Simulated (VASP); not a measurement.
Wanted: the native input for a VASP 6.6.1 run.

| Item | Value |
| --- | --- |
| Task | relaxation of cell and atoms |
| Functional | PBE |
| Dispersion | D2 |
| Potentials or basis | VASP PAW PBE potentials, release 64 (Na_pv, Ir) |
| Cutoff | 600 eV |
| k mesh | 3 × 3 × 3 |
| Occupations | fermi-dirac, width 0.05 eV |
| Spin | no spin polarisation |
| Further INCAR settings | ALGO = Fast; EDIFF = 1e-07; IBRION = 2; EDIFFG = -0.005; NSW = 60; ISIF = 3 |

The structure of Na4Ir lies in POSCAR:

```
Na4Ir
1.0
    0.0000000000      5.7735500000      5.7735500000
    5.7735500000      0.0000000000      5.7735500000
    5.7735500000      5.7735500000      0.0000000000
Na Ir
4 1
Direct
    0.8616800000      0.4149600000      0.8616800000
    0.8616800000      0.8616800000      0.4149600000
    0.8616800000      0.8616800000      0.8616800000
    0.4149600000      0.8616800000      0.8616800000
    0.0000000000      0.0000000000      0.0000000000
```

The cell was built by a generator and needn't be a form met in nature.

The input as run:

INCAR

```
SYSTEM = Na4Ir
PREC     = Accurate       ! precision mode
ENCUT    = 600            ! plane-wave cutoff, eV
EDIFF    = 1E-7           ! SCF threshold, eV
ISMEAR   = -1             ! smearing method
SIGMA    = 0.05           ! smearing width, eV
LREAL    = .False.        ! projectors in reciprocal space
LASPH    = .True.         ! aspherical terms in the spheres
NELM     = 100            ! most SCF steps
ALGO     = Fast           ! electronic algorithm
ISIF     = 3              ! what is computed and relaxed
LWAVE    = .False.        ! write WAVECAR
LCHARG   = .False.        ! write CHGCAR
GGA      = PE             ! functional
IVDW     = 1              ! dispersion correction
IBRION   = 2              ! ionic algorithm
NSW      = 60             ! ionic steps
EDIFFG   = -0.005         ! ionic threshold
```

KPOINTS

```
regular mesh
0
Gamma
  3 3 3
  0 0 0
```

Potentials or basis: VASP PAW PBE potentials, release 64 (Na_pv, Ir).

Command:

```bash
$ cat potpaw_PBE.64/Na_pv/POTCAR potpaw_PBE.64/Ir/POTCAR > POTCAR
$ mpirun -np 1 vasp_std > vasp.out
```

It gave:

The relaxed volume is 77.23 Å³/atom. The relaxed cell is a = 8.174 Å, b = 8.174 Å, c = 8.174 Å, α = 60.00°, β = 60.00°, γ = 60.00° and the space group after relaxing (to 0.05 Å) is F-43m (No. 216). The energy gained by relaxing is 16.7 meV/atom and the ionic steps are 10. The pressure after relaxing is 0.0 GPa, the band gap on the k mesh is none (metal or under the smearing width) and the dispersion energy per atom is -0.156 eV.

Caveat: atom-pairwise D2, TS and ULG terms overbind metals; pairwise dispersion overbinds metals, which lowers pressure and volume.

It took 22 min on 1 thread of Intel(R) Xeon(R) Platinum 8259CL CPU @ 2.50GHz (Skylake/Cascade Lake), with other jobs on the host, peak memory 0.75 GiB.
